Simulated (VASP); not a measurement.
Level of theory: PBEsol GGA, VASP's PBE PAW potentials (set 64) (plane waves; VASP).

The input files of a VASP run:

File KPOINTS:
```
Automatic mesh
0
Gamma
6 6 2
0 0 0
```

File POSCAR:
```
MgZn3Te4
1
    0.0000000000     3.0747911158     3.0747911158
    3.0747911158     0.0000000000     3.0747911158
   12.3346552176    12.3346552176    -0.0354907546
Zn Te Mg
3 4 1
Direct
  0.9903617809   0.9903617809   0.0072286643
  0.0000594939   0.0000594939   0.2499553795
  0.0085899993   0.0085899993   0.4935575005
  0.2453920741   0.2453920741   0.0659559445
  0.2539376547   0.2539376547   0.3095467590
  0.2627222289   0.2627222289   0.5529583283
  0.2360373633   0.2360373633   0.8229719776
  0.0028994049   0.0028994049   0.7478254463
```

**INCAR**
```
# general
SYSTEM  = MgZn3Te4
PREC    = Accurate
ENCUT   = 400
LREAL   = .FALSE.
LASPH   = .TRUE.

# electronic loop
EDIFF   = 1E-6
NELM    = 100
ALGO    = Normal
LMAXMIX = 4

# smearing
ISMEAR  = 0
SIGMA   = 0.05

# functional
GGA     = PS

# ions
IBRION  = 2
NSW     = 60
ISIF    = 3
EDIFFG  = -0.02

# output
LWAVE   = .FALSE.
LCHARG  = .FALSE.
```

POTCAR, in this order: Zn Te Mg (PBE.64 set). Program: vasp_std.

Unless said otherwise, spin-orbit coupling is left out, though it shifts the bands of the heavy elements here.

**Question.** What does the run give for the energy per atom (σ→0), volume per atom, band gap (on the k-mesh)?

**Answer.** 
```yaml
energy per atom (σ→0): -3.064 eV/atom
band gap (on the k-mesh): 1.28 eV
volume_per_atom: 29.15 Å^3/atom
```

File OSZICAR:
```
...
   6 F= -.24510433E+02 E0= -.24510433E+02  d E =-.113197E-03
       N       E                     dE             d eps       ncg     rms          rms(c)
DAV:   1    -0.245106022907E+02   -0.16905E-03   -0.26381E-02  1756   0.959E-01    0.884E-02
DAV:   2    -0.245105019147E+02    0.10038E-03   -0.69928E-04  1989   0.358E-01    0.324E-02
DAV:   3    -0.245104871852E+02    0.14730E-04   -0.37999E-05  1932   0.449E-02    0.180E-02
DAV:   4    -0.245104818830E+02    0.53021E-05   -0.83855E-06  1757   0.361E-02    0.689E-03
DAV:   5    -0.245104815759E+02    0.30711E-06   -0.19220E-06  1090   0.177E-02
   7 F= -.24510482E+02 E0= -.24510482E+02  d E =-.161887E-03
```

The structure was generated: MgZn3Te4 was put into an ordered model structure (R3m), which need not be its known phase. This run relaxes it. Symmetry was kept, so distortions that lower it aren't found. The start is the result of an earlier pass.
